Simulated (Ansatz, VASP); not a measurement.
Given: the input of a run of Ansatz 0.2.0 on CaCuH2. The cell comes from a database or a generator and needn't be the stable form of this composition.

input.yaml

```yaml
crystal:
  lattice:
    - [1.94524, 1.12309, 4.35738]
    - [-1.94524, 1.12309, 4.35738]
    - [0.0, -2.24617, 4.35738]
  atoms:
    - { symbol: Ca, position: [0.5, 0.5, 0.5] }
    - { symbol: Cu, position: [0.0, 0.0, 0.0] }
    - { symbol: H, position: [0.88181, 0.88181, 0.88181] }
    - { symbol: H, position: [0.11819, 0.11819, 0.11819] }
hamiltonian:
  xc: pbe
  pseudopotentials: { kind: paw }
kpoints:
  mp_grid: { grid: [6, 6, 6] }
scf:
  occupations: { method: fermi_dirac, width: 0.05 }
output:
  forces: true
  stress: true
  eigenvalues: true
relax:
  f_tol: 0.01
  max_steps: 40
  cell: { stress_tol: 0.05 }
```

Potentials or basis: Ansatz PAW.

Launch:

```console
$ ansatz run input.yaml --threads 2 --pin off --max-ram 5632MiB --backend cpu --events-out ev --progress --plain --runs-dir out
```

**Question.** Set up the same calculation for VASP 6.6.1. Potentials or basis there: PBE PAW files Ca_sv, Cu, H, 600 eV.

**Answer.** As run (cutoffs and basis follow the program's own potentials, and thresholds, step limits or extra output files can differ):

Contents of INCAR:

```
SYSTEM = CaCuH2
  PREC = Accurate
  ENCUT = 600
  EDIFF = 1E-6
  ISMEAR = -1
  SIGMA = 0.05
  LREAL = .FALSE.
  LASPH = .TRUE.
  NELM = 100
  ALGO = Fast
  ISIF = 3
  LWAVE = .FALSE.
  LCHARG = .FALSE.
  GGA = PE
  IBRION = 2
  NSW = 60
  EDIFFG = -0.005
```

File KPOINTS:

```
Automatic mesh
0
G
  6 6 6
  0 0 0
```

Contents of POSCAR:

```
CaCuH2
1.0
    1.9452400000      1.1230900000      4.3573800000
   -1.9452400000      1.1230900000      4.3573800000
    0.0000000000     -2.2461700000      4.3573800000
Ca Cu H
1 1 2
Direct
    0.5000000000      0.5000000000      0.5000000000
    0.0000000000      0.0000000000      0.0000000000
    0.8818100000      0.8818100000      0.8818100000
    0.1181900000      0.1181900000      0.1181900000
```

Potentials or basis: VASP PAW PBE potentials, release 64 (Ca_sv, Cu, H).

Command:

```sh
$ cat potpaw_PBE.64/Ca_sv/POTCAR potpaw_PBE.64/Cu/POTCAR potpaw_PBE.64/H/POTCAR > POTCAR
$ mpirun -np 1 vasp_std > vasp.out
```

Both were run:

|  | Ansatz | VASP |
| --- | --- | --- |
| Relaxed volume | 14.27 Å³/atom | 14.35 Å³/atom |
| Relaxed cell | a = 4.892 Å, b = 4.892 Å, c = 4.892 Å, α = 46.93°, β = 46.93°, γ = 46.93° | a = 4.902 Å, b = 4.902 Å, c = 4.902 Å, α = 46.90°, β = 46.90°, γ = 46.90° |
| Space group after relaxing | R-3m (No. 166) | R-3m (No. 166) |
| Pressure after relaxing | 0.0 GPa | 0.0 GPa |

Ansatz's pressure holds a Pulay term of +0.09 GPa for its cutoff of 420 eV, which the other run lacks.

The potentials hold 31 and 23 valence electrons a cell.

Where Ansatz's input types no cutoff or centring, it takes its own default and a Γ-centred mesh.

Pressure is positive in compression.
